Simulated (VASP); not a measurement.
# W (Tungsten) under strain, part 2 of 4

How does the pressure of W (Tungsten) answer to a change of volume? The bands are shown for each cell. All runs use r2SCAN. Left out of this account: at least 1 further run (fields: a reference on another mesh). The start is a cell from a database of measured crystal structures.

VASP 6.6.1; r2SCAN; plane waves and PAW (W).

Still holding for the runs below: Spin-orbit coupling is off here; it can split and shift levels that hold much weight on W by tenths of an eV or more.

So far, pressure (GPa): step 2 (bands, cell as listed) -9.12.

The starting crystal is not the ambient structure of W (bcc); it is a model or a phase of other conditions.

### Step 3. Bands, volume times 1.04

The cell is expanded evenly, with fractional positions held.

INCAR

```
SYSTEM = W
PREC = Accurate
ENCUT = 400
EDIFF = 1E-06
NELM = 100
ISMEAR = -1
SIGMA = 0.05
LREAL = .FALSE.
ALGO = Normal
METAGGA = R2SCAN
LASPH = .TRUE.
NBANDS = 44
LORBIT = 11
LWAVE = .FALSE.
LCHARG = .FALSE.
KPAR = 8
```

POSCAR

```
W
1.0
    5.1498892496      0.0000000000      0.0000000000
    0.0000000000      5.1498892496      0.0000000000
    0.0000000000      0.0000000000      5.1498892496
W
8
Direct
    0.0000000000      0.0000000000      0.0000000000
    0.5000000000      0.5000000000      0.5000000000
    0.0000000000      0.5000000000      0.2500000000
    0.0000000000      0.5000000000      0.7500000000
    0.2500000000      0.0000000000      0.5000000000
    0.7500000000      0.0000000000      0.5000000000
    0.5000000000      0.7500000000      0.0000000000
    0.5000000000      0.2500000000      0.0000000000
```

KPOINTS

```
Automatic mesh
0
Gamma
6 6 6
0 0 0
```

KPOINTS_OPT

```
Line mode
12
Line-mode
Reciprocal
  0.00000000   0.00000000   0.00000000 GAMMA
  0.00000000   0.50000000   0.00000000 X

  0.00000000   0.50000000   0.00000000 X
  0.50000000   0.50000000   0.00000000 M

  0.50000000   0.50000000   0.00000000 M
  0.00000000   0.00000000   0.00000000 GAMMA

  0.00000000   0.00000000   0.00000000 GAMMA
  0.50000000   0.50000000   0.50000000 R

  0.50000000   0.50000000   0.50000000 R
  0.00000000   0.50000000   0.00000000 X

  0.50000000   0.50000000   0.00000000 M
  0.50000000   0.50000000   0.50000000 R
```

PAW data sets: W (PBE family, release 64).

Started as:

```sh
$ mpirun -np 8 vasp_std
```

The program printed:

```text
[banner, memory and clock lines left out]
running    8 mpi-ranks, on    1 nodes
 distrk:  each k-point on    1 cores,    8 groups
 distr:  one band on    1 cores,    1 groups

 POSCAR found type information on POSCAR W
 POSCAR found :  1 types and       8 ions
 [... a notice as in an earlier step ...]

 [... a notice as in an earlier step ...]

 LDA part: xc-table for (None), standard interpolation
 POSCAR, INCAR and KPOINTS ok, starting setup
 FFT: planning ... GRIDC
 FFT: planning ... GRID_SOFT
 FFT: planning ... GRID
 WAVECAR not read
 entering main loop
       N       E                     dE             d eps       ncg     rms          rms(c)
DAV:   1    -0.173244062565E+03   -0.17324E+03   -0.18036E+04  1760   0.822E+02
DAV:   2    -0.395622253352E+03   -0.22238E+03   -0.20190E+03  2100   0.242E+02
DAV:   3    -0.410620028430E+03   -0.14998E+02   -0.14050E+02  2416   0.499E+01
DAV:   4    -0.411033971570E+03   -0.41394E+00   -0.40868E+00  2344   0.903E+00
DAV:   5    -0.411045380753E+03   -0.11409E-01   -0.11391E-01  2340   0.131E+00    0.449E+01
DAV:   6    -0.411308766276E+03   -0.26339E+00   -0.13821E+00  1964   0.466E+00    0.262E+01
DAV:   7    -0.410510026978E+03    0.79874E+00   -0.40874E+00  2316   0.857E+00    0.537E+00
DAV:   8    -0.410328963302E+03    0.18106E+00   -0.47489E-01  2468   0.408E+00    0.250E+00
DAV:   9    -0.410347469955E+03   -0.18507E-01   -0.56190E-02  2092   0.107E+00    0.569E-01
DAV:  10    -0.410350185855E+03   -0.27159E-02   -0.11870E-02  2288   0.458E-01    0.694E-01
DAV:  11    -0.410349892625E+03    0.29323E-03   -0.17376E-03  2056   0.166E-01    0.194E-01
DAV:  12    -0.410349842955E+03    0.49670E-04   -0.58926E-05  2504   0.385E-02    0.841E-02
DAV:  13    -0.410349846187E+03   -0.32311E-05   -0.69123E-05  2344   0.376E-02    0.378E-02
DAV:  14    -0.410349843719E+03    0.24679E-05   -0.47622E-06  1952   0.109E-02    0.153E-02
DAV:  15    -0.410349842707E+03    0.10119E-05   -0.69982E-07  1096   0.399E-03    0.384E-03
DAV:  16    -0.410349842850E+03   -0.14302E-06   -0.17542E-07  1056   0.302E-03
   1 F= -.41034984E+03 E0= -.41034028E+03  d E =-.191351E-01
 Start KPOINTS_OPT (optional k-point list driver)
k-point batch [1-20\72]
       N       E                     dE             ncg
DAV:   1     0.801169334354E+04   -0.33226E+04     1768
DAV:   2     0.362805056702E+04   -0.43836E+04     2096
DAV:   3     0.332601318018E+04   -0.30204E+03     2392
DAV:   4     0.331758600685E+04   -0.84272E+01     2264
DAV:   5     0.331736369927E+04   -0.22231E+00     2348
DAV:   6     0.331735627652E+04   -0.74228E-02     2356
DAV:   7     0.331735611252E+04   -0.16399E-03     2400
DAV:   8     0.331735610532E+04   -0.72027E-05     1996
DAV:   9     0.331735610497E+04   -0.34850E-06     1556
[...]
k-point batch [61-72\72]
       N       E                     dE             ncg
DAV:   1     0.123770461388E+05   -0.92010E+04     1056
DAV:   2     0.974280883112E+04   -0.26342E+04     1272
DAV:   3     0.957086810257E+04   -0.17194E+03     1416
DAV:   4     0.956651048114E+04   -0.43576E+01     1500
DAV:   5     0.956640517518E+04   -0.10531E+00     1368
DAV:   6     0.956640053284E+04   -0.46423E-02     1564
DAV:   7     0.956640042637E+04   -0.10647E-03     1336
DAV:   8     0.956640042239E+04   -0.39781E-05     1260
DAV:   9     0.956640042215E+04   -0.23999E-06      988
```

The job ended after 2.5 min (8 MPI ranks of Intel Xeon Platinum 8488C (Sapphire Rapids), shared host; peak memory 2.5 GiB).

OUTCAR, selected parts (step 3):

```text
  LATTYP: Found a simple cubic cell.
 ALAT       =     5.1498892496

 Found     20 irreducible k-points:

   ENCUT  =  400.0 eV  29.40 Ry    5.42 a.u.   8.40  8.40  8.40*2*pi/ulx,y,z

   NELECT =      48.0000    total number of electrons

 E-fermi :   6.6924

 k-point     1 :       0.0000    0.0000    0.0000
  band No.  band energies     occupation
    ...
     21       5.1531      2.00000
     22       5.1531      2.00000
     23       6.2710      1.99956
     24       6.2710      1.99956
     25       6.2710      1.99956
     26       8.2326      0.00000
     27       8.2326      0.00000
     28       8.2326      0.00000
     29       8.3063      0.00000
     30       8.3063      0.00000
    ...

 k-point     2 :       0.1667    0.0000    0.0000
  band No.  band energies     occupation
    ...
     21       5.2150      2.00000
     22       5.2391      2.00000
     23       6.1881      1.99992
     24       6.1881      1.99992
     25       6.5415      1.90672
     26       7.2133      0.00006
     27       8.1542      0.00000
     28       8.1542      0.00000
     29       8.2769      0.00000
     30       8.4203      0.00000
    ...

  Total      -16.5411546    -16.5411546    -16.5411546      0.0000000      0.0000000      0.0000000
  in kB     -194.0361888   -194.0361888   -194.0361888      0.0000000      0.0000000      0.0000000
  external PRESSURE =    -194.0361888 kB  Pullay stress =       0.0000000 kB

  energy-cutoff  :      400.00
  volume of cell :      136.58
      direct lattice vectors                 reciprocal lattice vectors
     5.149889250  0.000000000  0.000000000     0.194178933  0.000000000  0.000000000
     0.000000000  5.149889250  0.000000000     0.000000000  0.194178933  0.000000000
     0.000000000  0.000000000  5.149889250     0.000000000  0.000000000  0.194178933

 POSITION                                       TOTAL-FORCE (eV/Angst)
 -----------------------------------------------------------------------------------
      0.00000      0.00000      0.00000        -0.000000      0.000000     -0.000000
      2.57494      2.57494      2.57494        -0.000000      0.000000     -0.000000
      0.00000      2.57494      1.28747         0.000000      0.000000     -0.000000
      0.00000      2.57494      3.86242        -0.000000      0.000000      0.000000
      1.28747      0.00000      2.57494         0.000000     -0.000000     -0.000000
      3.86242      0.00000      2.57494        -0.000000      0.000000      0.000000
      2.57494      3.86242      0.00000        -0.000000     -0.000000      0.000000
      2.57494      1.28747      0.00000         0.000000      0.000000     -0.000000
 -----------------------------------------------------------------------------------
    total drift:                                0.000000      0.000000     -0.000000

  FREE ENERGIE OF THE ION-ELECTRON SYSTEM (eV)
  ---------------------------------------------------
  free  energy   TOTEN  =      -410.3498428497 eV

  energy  without entropy=     -410.3307077827  energy(sigma->0) =     -410.34027532

 total charge
# of ion       s       p       d       tot
------------------------------------------
    1        0.639   0.719   4.020   5.378
    2        0.639   0.719   4.020   5.378
    3        0.623   0.656   4.018   5.297
    4        0.623   0.656   4.018   5.297
    5        0.623   0.656   4.018   5.297
    6        0.623   0.656   4.018   5.297
    7        0.623   0.656   4.018   5.297
    8        0.623   0.656   4.018   5.297
--------------------------------------------------
tot          5.015   5.377  32.146  42.539

[... 5 parts as in an earlier step ...]

[... 6 further parts left out ...]
```

Numbers from this step:

```
SCF cycles              : 16
free energy (TOTEN)     : -410.3498 eV
energy at zero smearing : -410.3403 eV
Fermi energy            : 6.692 eV
pressure                : -19.40 GPa
```

Electronic bands along the path, in eV, zero at the Fermi level; # counts the bands kept in this run:

```tsv
point	#21	#22	#23	#24	#25	#26	#27	#28
Γ	-1.54	-1.54	-0.42	-0.42	-0.42	1.54	1.54	1.54
0.45 of the way	-1.39	-1.37	-0.58	-0.58	0.05	0.18	1.31	1.31
X	-1.24	-1.24	-0.92	-0.92	0.59	0.59	0.62	0.62
0.45 of the way	-1.11	-1.11	-0.73	-0.14	0.08	0.27	0.72	0.76
M	-1.16	-0.80	-0.80	0.16	0.16	0.16	0.40	0.76
0.45 of the way	-1.28	-1.27	-0.86	-0.61	0.44	0.59	0.77	1.20
Γ	-1.54	-1.54	-0.42	-0.42	-0.42	1.54	1.54	1.54
0.55 of the way	-1.17	-1.17	-0.76	-0.76	0.78	0.78	1.11	1.34
R	-1.58	-1.58	-1.58	-1.58	1.28	1.28	1.28	1.28
0.55 of the way	-1.14	-1.14	-0.52	-0.52	0.51	0.51	1.13	1.13
X	-1.24	-1.24	-0.92	-0.92	0.59	0.59	0.62	0.62
jump to M	-1.16	-0.80	-0.80	0.16	0.16	0.16	0.40	0.76
0.55 of the way	-1.40	-1.40	-1.33	0.04	0.42	0.68	1.25	1.25
R	-1.58	-1.58	-1.58	-1.58	1.28	1.28	1.28	1.28
```

 The pressure is -19.40 GPa.

Between step 2 and this run (cell volume +4.0 %) the value for the pressure moves from -9.12 GPa to -19.4 GPa.

### Step 4. Bands, volume times 1.08

The cell is expanded evenly, with fractional positions held.

INCAR is that of step 3.

Changes to POSCAR since step 3:

```diff
@@ -2,5 +2,5 @@
 1.0
-    5.1498892496      0.0000000000      0.0000000000
-    0.0000000000      5.1498892496      0.0000000000
-    0.0000000000      0.0000000000      5.1498892496
+    5.2150846422      0.0000000000      0.0000000000
+    0.0000000000      5.2150846422      0.0000000000
+    0.0000000000      0.0000000000      5.2150846422
 W
```

KPOINTS is that of step 3.

KPOINTS_OPT is that of step 3.

Started as:

```sh
$ mpirun -np 8 vasp_std
```

The program printed:

```text
[... set-up lines as in an earlier step ...]
 entering main loop
       N       E                     dE             d eps       ncg     rms          rms(c)
DAV:   1    -0.181958149609E+03   -0.18196E+03   -0.17810E+04  1776   0.816E+02
DAV:   2    -0.395195314728E+03   -0.21324E+03   -0.19420E+03  2096   0.236E+02
DAV:   3    -0.410188602713E+03   -0.14993E+02   -0.13961E+02  2436   0.490E+01
DAV:   4    -0.410634152480E+03   -0.44555E+00   -0.44001E+00  2360   0.943E+00
DAV:   5    -0.410647395633E+03   -0.13243E-01   -0.13217E-01  2336   0.140E+00    0.421E+01
DAV:   6    -0.410546554757E+03    0.10084E+00   -0.15957E+00  2012   0.488E+00    0.241E+01
DAV:   7    -0.409759562409E+03    0.78699E+00   -0.44504E+00  2304   0.892E+00    0.534E+00
DAV:   8    -0.409546807997E+03    0.21275E+00   -0.55609E-01  2500   0.437E+00    0.256E+00
DAV:   9    -0.409571638815E+03   -0.24831E-01   -0.72334E-02  2196   0.121E+00    0.645E-01
DAV:  10    -0.409573429338E+03   -0.17905E-02   -0.15266E-02  2360   0.559E-01    0.407E-01
DAV:  11    -0.409573390908E+03    0.38430E-04   -0.11646E-03  2268   0.171E-01    0.166E-01
DAV:  12    -0.409573356162E+03    0.34746E-04   -0.13807E-04  2348   0.549E-02    0.356E-02
DAV:  13    -0.409573364565E+03   -0.84030E-05   -0.52263E-05  2536   0.335E-02    0.377E-02
DAV:  14    -0.409573359201E+03    0.53641E-05   -0.74927E-06  2108   0.139E-02    0.112E-02
DAV:  15    -0.409573359914E+03   -0.71270E-06   -0.49614E-07  1120   0.306E-03
   1 F= -.40957336E+03 E0= -.40956521E+03  d E =-.163072E-01
 Start KPOINTS_OPT (optional k-point list driver)
k-point batch [1-20\72]
       N       E                     dE             ncg
DAV:   1     0.772331841986E+04   -0.32834E+04     1760
DAV:   2     0.338901711478E+04   -0.43343E+04     2080
DAV:   3     0.307075820421E+04   -0.31826E+03     2432
DAV:   4     0.306141782235E+04   -0.93404E+01     2300
DAV:   5     0.306116884185E+04   -0.24898E+00     2332
DAV:   6     0.306116033947E+04   -0.85024E-02     2432
DAV:   7     0.306116016791E+04   -0.17157E-03     2316
DAV:   8     0.306116016115E+04   -0.67540E-05     2076
DAV:   9     0.306116016077E+04   -0.38040E-06     1592
[...]
k-point batch [61-72\72]
       N       E                     dE             ncg
DAV:   1     0.117455209871E+05   -0.93156E+04     1064
DAV:   2     0.919929574659E+04   -0.25462E+04     1288
DAV:   3     0.903106241082E+04   -0.16823E+03     1412
DAV:   4     0.902589495693E+04   -0.51675E+01     1496
DAV:   5     0.902573699098E+04   -0.15797E+00     1376
DAV:   6     0.902572953952E+04   -0.74515E-02     1592
DAV:   7     0.902572944857E+04   -0.90949E-04     1376
DAV:   8     0.902572944679E+04   -0.17847E-05     1252
DAV:   9     0.902572944670E+04   -0.86533E-07      992
```

Wall time 2.5 min (8 MPI ranks); peak memory 2.5 GiB.

OUTCAR, selected parts (step 4):

```text
  LATTYP: Found a simple cubic cell.
 ALAT       =     5.2150846422

 Found     20 irreducible k-points:

   ENCUT  =  400.0 eV  29.40 Ry    5.42 a.u.   8.50  8.50  8.50*2*pi/ulx,y,z

   NELECT =      48.0000    total number of electrons

 E-fermi :   6.2913

 k-point     1 :       0.0000    0.0000    0.0000
  band No.  band energies     occupation
    ...
     21       4.8353      2.00000
     22       4.8353      2.00000
     23       5.9252      1.99868
     24       5.9252      1.99868
     25       5.9252      1.99868
     26       7.7703      0.00000
     27       7.7703      0.00000
     28       7.7703      0.00000
     29       7.8485      0.00000
     30       7.8485      0.00000
    ...

 k-point     2 :       0.1667    0.0000    0.0000
  band No.  band energies     occupation
    ...
     21       4.8960      2.00000
     22       4.9040      2.00000
     23       5.8370      1.99977
     24       5.8370      1.99977
     25       6.1845      1.78884
     26       6.8063      0.00007
     27       7.7068      0.00000
     28       7.7068      0.00000
     29       7.8214      0.00000
     30       7.9514      0.00000
    ...

  Total      -24.5292610    -24.5292610    -24.5292610      0.0000000      0.0000000     -0.0000000
  in kB     -277.0836893   -277.0836893   -277.0836893      0.0000000      0.0000000     -0.0000000
  external PRESSURE =    -277.0836893 kB  Pullay stress =       0.0000000 kB

  energy-cutoff  :      400.00
  volume of cell :      141.84
      direct lattice vectors                 reciprocal lattice vectors
     5.215084642  0.000000000  0.000000000     0.191751442  0.000000000  0.000000000
     0.000000000  5.215084642  0.000000000     0.000000000  0.191751442  0.000000000
     0.000000000  0.000000000  5.215084642     0.000000000  0.000000000  0.191751442

 POSITION                                       TOTAL-FORCE (eV/Angst)
 -----------------------------------------------------------------------------------
      0.00000      0.00000      0.00000         0.000000     -0.000000      0.000000
      2.60754      2.60754      2.60754         0.000000     -0.000000      0.000000
      0.00000      2.60754      1.30377         0.000000     -0.000000      0.000000
      0.00000      2.60754      3.91131         0.000000      0.000000      0.000000
      1.30377      0.00000      2.60754         0.000000      0.000000      0.000000
      3.91131      0.00000      2.60754        -0.000000      0.000000     -0.000000
      2.60754      3.91131      0.00000         0.000000     -0.000000     -0.000000
      2.60754      1.30377      0.00000        -0.000000     -0.000000     -0.000000
 -----------------------------------------------------------------------------------
    total drift:                                0.000000      0.000000     -0.000000

  FREE ENERGIE OF THE ION-ELECTRON SYSTEM (eV)
  ---------------------------------------------------
  free  energy   TOTEN  =      -409.5733599138 eV

  energy  without entropy=     -409.5570527588  energy(sigma->0) =     -409.56520634

 total charge
# of ion       s       p       d       tot
------------------------------------------
    1        0.617   0.683   3.943   5.243
    2        0.617   0.683   3.943   5.243
    3        0.603   0.624   3.946   5.173
    4        0.603   0.624   3.946   5.173
    5        0.603   0.624   3.946   5.173
    6        0.603   0.624   3.946   5.173
    7        0.603   0.624   3.946   5.173
    8        0.603   0.624   3.946   5.173
--------------------------------------------------
tot          4.854   5.111  31.561  41.526

[... 5 parts as in an earlier step ...]

[... 6 further parts left out ...]
```

Numbers from this step:

```
SCF cycles              : 15
free energy (TOTEN)     : -409.5734 eV
energy at zero smearing : -409.5652 eV
Fermi energy            : 6.291 eV
pressure                : -27.71 GPa
```

The electronic bands at the labelled points (eV, zero at the Fermi level; # counts the bands kept in this run):

```tsv
point	#21	#22	#23	#24	#25	#26	#27	#28
Γ	-1.46	-1.46	-0.37	-0.37	-0.37	1.48	1.48	1.48
0.45 of the way	-1.33	-1.29	-0.53	-0.53	0.09	0.20	1.27	1.27
X	-1.16	-1.16	-0.83	-0.83	0.59	0.59	0.60	0.60
0.55 of the way	-1.06	-0.96	-0.46	-0.25	0.17	0.24	0.49	0.82
M	-1.06	-0.71	-0.71	0.15	0.15	0.15	0.38	0.69
0.45 of the way	-1.21	-1.19	-0.84	-0.58	0.46	0.59	0.78	1.15
Γ	-1.46	-1.46	-0.37	-0.37	-0.37	1.48	1.48	1.48
0.45 of the way	-1.01	-1.01	-0.85	-0.85	0.84	0.84	0.85	1.30
R	-1.55	-1.55	-1.55	-1.55	1.24	1.24	1.24	1.24
0.45 of the way	-1.17	-1.17	-0.52	-0.52	0.53	0.53	1.26	1.26
X	-1.16	-1.16	-0.83	-0.83	0.59	0.59	0.60	0.60
jump to M	-1.06	-0.71	-0.71	0.15	0.15	0.15	0.38	0.69
0.45 of the way	-1.24	-1.24	-1.24	0.20	0.31	0.72	1.00	1.00
R	-1.55	-1.55	-1.55	-1.55	1.24	1.24	1.24	1.24
```

 The pressure is -27.71 GPa.

For the pressure, step 2 gave -9.12 GPa; this run, with cell volume +8.0 %, gives -27.7 GPa.

(Part 2 of 4 ends here.)

[Lines on the potential files, build, host, timing and source positions are cut from VASP's logs without a mark.]

[Logs are printed without paths, hosts, clocks, repeated set-up lines and the standing remarks that a program may print on its own settings, such as how far it seeks lower states.]

[Hosts, paths, dates, database ids (printed as entryN), source tags and the programs' standing remarks are cut or masked in the printed files.]

[A measured line is paired with the nearest computed mode of its activity, which favours agreement.]

[In band tables of VASP the shares of atoms and orbitals are scaled to a sum of 1 inside the atoms' spheres.]
